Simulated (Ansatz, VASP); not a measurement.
# Sn2C: VASP beside Ansatz, part 2 of 2

Aim: how closely do two programs agree when they are given the same cell, functional and k mesh? The cell is generated by rule, not measured, and may not be a known phase. The cell is taken from a series of runs on this material, whose earlier steps may have relaxed, scaled, displaced or heated it; both programs get it as it stands.

VASP 6.6.1 and Ansatz 0.2.0.

So far. Step 5 (Ansatz: single point, PBEsol, pair 2): The run ends at a pressure of -0.01 GPa, with forces up to 0.0094 eV/Å.

### 6. VASP: single point, PBEsol, pair 2

Level of this step: PBEsol; plane waves and PAW (C, Sn_d); invented cell (VASP).

The same cell, functional, mesh and smearing now go to VASP, with its own data sets.

File INCAR:

```
SYSTEM = Sn2C
PREC = Accurate
ENCUT = 600
EDIFF = 1E-06
NELM = 120
ISMEAR = 1
SIGMA = 0.2
LREAL = .FALSE.
ALGO = Normal
GGA = PS
NBANDS = 79
LORBIT = 11
LWAVE = .FALSE.
LCHARG = .FALSE.
ISIF = 2
LASPH = .TRUE.
GGA_COMPAT = .FALSE.
KPAR = 2
```

File POSCAR:

```
Sn2C
1.0
    0.0000000000     -3.1280718686     -3.1280718686
    6.2561437372      3.1280718686     -3.1280718686
    3.1280718686     -6.2561437372      3.1280718686
C Sn
4 8
Direct
    0.7500000000      0.7500000000      0.5000000000
    0.5000000000      0.5000000000      0.0000000000
    0.2500000000      0.2500000000      0.5000000000
    0.0000000000      0.0000000000      0.0000000000
    0.1875000000      0.9375000000      0.6250000000
    0.9375000000      0.6875000000      0.1250000000
    0.6875000000      0.4375000000      0.6250000000
    0.4375000000      0.1875000000      0.1250000000
    0.0625000000      0.3125000000      0.8750000000
    0.8125000000      0.0625000000      0.3750000000
    0.5625000000      0.8125000000      0.8750000000
    0.3125000000      0.5625000000      0.3750000000
```

File KPOINTS:

```
Automatic mesh
0
Gamma
8 6 8
0 0 0
```

Potentials, in the order of the species: C and Sn_d (PBE family, release 64).

Started as:

```sh
mpirun -np 2 vasp_std
```

Numbers of over 12 decimals in the logs are rounded to 6 here.

What it wrote:

```text
[banner, memory and clock lines left out]
running    2 mpi-ranks, on    1 nodes
[...]
[... a notice as in an earlier step ...]

 LDA part: xc-table for (Slater+PW92), standard interpolation
 POSCAR, INCAR and KPOINTS ok, starting setup
[...]
entering main loop
       N       E                     dE             d eps       ncg     rms          rms(c)
DAV:   1     0.170922087132E+04    0.17092E+04   -0.63103E+04 19546   0.274E+03
DAV:   2     0.288637459758E+03   -0.14206E+04   -0.13801E+04 18012   0.799E+02
DAV:   3    -0.242317584578E+02   -0.31287E+03   -0.29767E+03 19262   0.263E+02
DAV:   4    -0.581661052089E+02   -0.33934E+02   -0.32000E+02 21963   0.804E+01
[...]
DAV:  13    -0.564525952922E+02    0.69226E-05   -0.73190E-06 16531   0.880E-03    0.878E-03
DAV:  14    -0.564525918053E+02    0.34869E-05   -0.61607E-06 18394   0.974E-03    0.186E-03
DAV:  15    -0.564525921360E+02   -0.33073E-06   -0.89379E-07 12112   0.352E-03
   1 F= -.56452592E+02 E0= -.56455961E+02  d E =0.101069E-01
```

Parts of OUTCAR (step 6):

```text
  Total       -0.2883301      0.1817217      0.1817217     -0.0234268      0.2692819      0.0234269
  in kB       -1.8866027      1.1890423      1.1890423     -0.1532861      1.7619664      0.1532867
  external PRESSURE =       0.1638273 kB  Pullay stress =       0.0000000 kB

 POSITION                                       TOTAL-FORCE (eV/Angst)
 -----------------------------------------------------------------------------------
      6.25614     -3.12807     -3.12807         0.000000      0.000000      0.000000
      3.12807      0.00000     -3.12807         0.000000      0.000000      0.000000
      3.12807     -3.12807      0.00000         0.000000      0.000000      0.000000
      0.00000      0.00000      0.00000         0.000000      0.000000      0.000000
      7.82018     -1.56404     -1.56404        -0.009398     -0.000570      0.000570
      4.69211     -1.56404     -4.69211        -0.009398     -0.000570      0.000570
      4.69211     -4.69211     -1.56404        -0.009398     -0.000570      0.000570
      1.56404     -1.56404     -1.56404        -0.009398     -0.000570      0.000570
      4.69211     -4.69211      1.56404         0.009398      0.000570     -0.000570
      1.56404     -4.69211     -1.56404         0.009398      0.000570     -0.000570
      7.82018     -4.69211     -1.56404         0.009398      0.000570     -0.000570
      4.69211     -1.56404     -1.56404         0.009398      0.000570     -0.000570
 -----------------------------------------------------------------------------------
    total drift:                                0.000000     -0.000000      0.000000

  FREE ENERGIE OF THE ION-ELECTRON SYSTEM (eV)
  ---------------------------------------------------
  free  energy   TOTEN  =       -56.4525921360 eV

  energy  without entropy=      -56.4626990117  energy(sigma->0) =      -56.45596109

[... 3 further parts left out ...]
[key lines of the parts left out:]
E-fermi :   8.0591
```

The run ends at a pressure of 0.02 GPa, with forces up to 0.0094 eV/Å.

### 7. Comparison

Compared:

| quantity | Ansatz | VASP | difference |
| --- | --- | --- | --- |
| pressure (GPa) | -0.01 | 0.02 | -0.02 |

### 8. VASP: single point, PBEsol, pair 3

With cell and atoms fixed, the geometry can't cause a difference; cores, projectors, grids and the points listed under the comparison can.

INCAR is that of step 6.

File POSCAR:

```
Sn2C
1.0
    0.0000000000     -3.1280718686     -3.1280718686
    6.2561437372      3.1280718686     -3.1280718686
    3.1280718686     -6.2561437372      3.1280718686
C Sn
4 8
Direct
    0.7511005211      0.7544234374      0.4977989576
    0.4988994788      0.4955765626      0.0022010422
    0.2488994788      0.2455765626      0.5022010422
    0.0011005211      0.0044234374      0.9977989576
    0.1874971758      0.9374447559      0.6250056484
    0.9374996354      0.6874856282      0.1250007291
    0.6875028243      0.4375552441      0.6249943514
    0.4375003646      0.1875143718      0.1249992707
    0.0625028242      0.3125552441      0.8749943514
    0.8124996354      0.0624856282      0.3750007291
    0.5624971757      0.8124447559      0.8750056484
    0.3125003646      0.5625143718      0.3749992707
```

KPOINTS is that of step 6.

Started as:

```sh
mpirun -np 2 vasp_std
```

What it wrote:

```text
[... set-up lines as in an earlier step ...]
 entering main loop
       N       E                     dE             d eps       ncg     rms          rms(c)
DAV:   1     0.170974060614E+04    0.17097E+04   -0.63090E+04 19568   0.274E+03
DAV:   2     0.288412347975E+03   -0.14213E+04   -0.13810E+04 18012   0.800E+02
DAV:   3    -0.244665466780E+02   -0.31288E+03   -0.29747E+03 19279   0.263E+02
DAV:   4    -0.581946046787E+02   -0.33728E+02   -0.31822E+02 22020   0.803E+01
[...]
DAV:  15    -0.564624605539E+02    0.30135E-05   -0.25170E-06 15922   0.550E-03    0.635E-03
DAV:  16    -0.564624590328E+02    0.15211E-05   -0.18205E-06 15944   0.699E-03    0.182E-03
DAV:  17    -0.564624589944E+02    0.38370E-07   -0.34819E-07 11183   0.403E-03
   1 F= -.56462459E+02 E0= -.56465817E+02  d E =0.100755E-01
```

From OUTCAR (step 8):

```text
  Total       -0.3088068      0.1371414      0.1371414     -0.0007689      0.2387970      0.0007689
  in kB       -2.0205858      0.8973439      0.8973439     -0.0050312      1.5624974      0.0050308
  external PRESSURE =      -0.0752993 kB  Pullay stress =       0.0000000 kB

 POSITION                                       TOTAL-FORCE (eV/Angst)
 -----------------------------------------------------------------------------------
      6.27693     -3.10391     -3.15224         0.063348      0.072820     -0.072820
      3.10728     -0.02416     -3.10391        -0.063348     -0.072820      0.072820
      3.10728     -3.15224      0.02416        -0.065573     -0.074022      0.074022
      3.14886     -6.23198      3.10391         0.065573      0.074022     -0.074022
      7.81985     -1.56424     -1.56384        -0.017503     -0.007107      0.007107
      4.69202     -1.56408     -4.69206        -0.013910     -0.003102      0.003102
      4.69244     -4.69191     -1.56424         0.001077      0.006328     -0.006328
      1.56412     -1.56399     -1.56408        -0.009654     -0.000647      0.000647
      4.69244     -4.69191      1.56384         0.017503      0.007107     -0.007107
      1.56395     -4.69216     -1.56399         0.009654      0.000647     -0.000647
      7.81985     -4.69231     -1.56384        -0.001077     -0.006328      0.006328
      4.69220     -1.56399     -1.56408         0.013910      0.003102     -0.003102
 -----------------------------------------------------------------------------------
    total drift:                                0.000000     -0.000001     -0.000000

  FREE ENERGIE OF THE ION-ELECTRON SYSTEM (eV)
  ---------------------------------------------------
  free  energy   TOTEN  =       -56.4624589944 eV

  energy  without entropy=      -56.4725344460  energy(sigma->0) =      -56.46581748

[... 2 parts as in an earlier step ...]

[... 1 further part left out ...]
[key lines of the parts left out:]
E-fermi :   8.0561
```

The run ends at a pressure of -0.01 GPa, with forces up to 0.12 eV/Å.

### 9. Ansatz: single point, PBEsol, pair 3

The same cell, functional, mesh and smearing now go to Ansatz, which takes its cutoff from its data sets.

The cell is taken from a series of runs on this material, whose earlier steps may have relaxed, scaled, displaced or heated it; both programs get it as it stands.

File input.yaml:

```yaml
crystal:
  lattice:
    - [0.0, -3.1280718686, -3.1280718686]
    - [6.2561437372, 3.1280718686, -3.1280718686]
    - [3.1280718686, -6.2561437372, 3.1280718686]
  atoms:
    - { symbol: C, position: [0.7511005211, 0.7544234374, 0.4977989577] }
    - { symbol: C, position: [0.4988994789, 0.4955765626, 0.0022010423] }
    - { symbol: C, position: [0.2488994789, 0.2455765626, 0.5022010423] }
    - { symbol: C, position: [0.0011005211, 0.0044234374, -0.0022010423] }
    - { symbol: Sn, position: [0.1874971758, 0.9374447559, 0.6250056485] }
    - { symbol: Sn, position: [0.9374996354, 0.6874856282, 0.1250007292] }
    - { symbol: Sn, position: [0.6875028242, 0.4375552441, 0.6249943515] }
    - { symbol: Sn, position: [0.4375003646, 0.1875143718, 0.1249992708] }
    - { symbol: Sn, position: [0.0625028242, 0.3125552441, 0.8749943515] }
    - { symbol: Sn, position: [0.8124996354, 0.0624856282, 0.3750007292] }
    - { symbol: Sn, position: [0.5624971758, 0.8124447559, 0.8750056485] }
    - { symbol: Sn, position: [0.3125003646, 0.5625143718, 0.3749992708] }
kpoints:
  mp_grid: { grid: [8, 6, 8] }
hamiltonian:
  xc: pbesol
scf:
  occupations: { method: methfessel_paxton, width: 0.2 }
output:
  forces: true
  stress: true
  eigenvalues: true
```

Started as:

```sh
ansatz run input.yaml --threads 4 --pin off --max-ram 7168MiB --backend cpu --events-out ev --progress --plain --runs-dir out
```

What it wrote:

```text
[...]
Crystal: 12 atoms, lattice volume = 244.861 Å³
Basis set: ecut = 420 eV, 4831 PW (Γ), exchange–correlation on 60×108×108 points (8 copies of the dense FFT grid, shifted against one another)
Bands: 77, of which v1, the nominal top of the filled ones, is band 64 counted from 1 (63 counted from 0)
Symmetry: 4 space group operations
[...]
k-points: 114 of 384
[...]
k-point 0: bands = [... 60 lower, 8.9967, 10.1392, 10.1740, 10.1767, 10.4262, 10.4608, 11.1502, 11.1568, ... 9 higher]
  k-point 1: bands = [... 60 lower, 9.0859, 9.7585, 10.2815, 10.2996, 10.3728, 10.8556, 11.1619, 11.1648, ... 9 higher]
  k-point 2: bands = [... 60 lower, 9.0361, 9.3960, 10.3173, 10.5702, 10.5741, 11.1865, 11.1923, 11.4932, ... 9 higher]
  k-point 113: bands = [... 60 lower, 9.0209, 9.0561, 10.2995, 10.3409, 11.6984, 11.7710, 12.2844, 12.3488, ... 9 higher]
[key lines of the parts left out:]
SCF converged after 7 iterations
Free energy (F): -48568.764818 eV
Fermi energy:    10.847616 eV
P = ⅓ Tr σ = -0.0283 GPa (-0.283 kbar)
```

The run ends at a pressure of -0.03 GPa, with forces up to 0.12 eV/Å.

### 10. Comparison

Both answers:

| quantity | Ansatz | VASP | difference |
| --- | --- | --- | --- |
| pressure (GPa) | -0.03 | -0.01 | -0.02 |

Forces on 7 of the 12 atoms, those with the largest forces and the largest differences (eV/Å; atoms numbered as in POSCAR):

| atom | Ansatz x, y, z | VASP x, y, z |
| --- | --- | --- |
| C1 | 0.064, 0.074, -0.074 | 0.063, 0.073, -0.073 |
| C2 | -0.064, -0.074, 0.074 | -0.063, -0.073, 0.073 |
| C3 | -0.066, -0.075, 0.075 | -0.066, -0.074, 0.074 |
| C4 | 0.066, 0.075, -0.075 | 0.066, 0.074, -0.074 |
| Sn5 | -0.017, -0.007, 0.007 | -0.018, -0.007, 0.007 |
| Sn9 | 0.017, 0.007, -0.007 | 0.018, 0.007, -0.007 |
| Sn12 | 0.014, 0.004, -0.004 | 0.014, 0.003, -0.003 |

The forces differ by 0.6 meV/Å r.m.s., which is 1.5 % of the r.m.s. force of 0.041 eV/Å (both taken over all components).

### 11. Summary of results

| Quantity | Value |
| --- | --- |
| r.m.s. force difference (single point, PBEsol, pair 1) | 0.36 % of the r.m.s. force |
| difference in pressure (single point, PBEsol, pair 2) | -0.022 GPa |
| r.m.s. force difference (single point, PBEsol, pair 3) | 0.61 meV/Å |

The r.m.s. force difference is 0.36 % of the r.m.s. force (single point, PBEsol, pair 1), within the 3 % picked in this series as the mark of a large difference. Such differences can come from data sets, numerical settings and the points named under the comparisons, not from the functional's error against experiment.

[Lines on the potential files, build, host, timing and source positions are cut from VASP's logs without a mark.]

[Logs are printed without paths, hosts, clocks, repeated set-up lines and the standing remarks that a program may print on its own settings, such as how far it seeks lower states.]

[Hosts, paths, dates, database ids (printed as entryN), source tags and the programs' standing remarks are cut or masked in the printed files.]
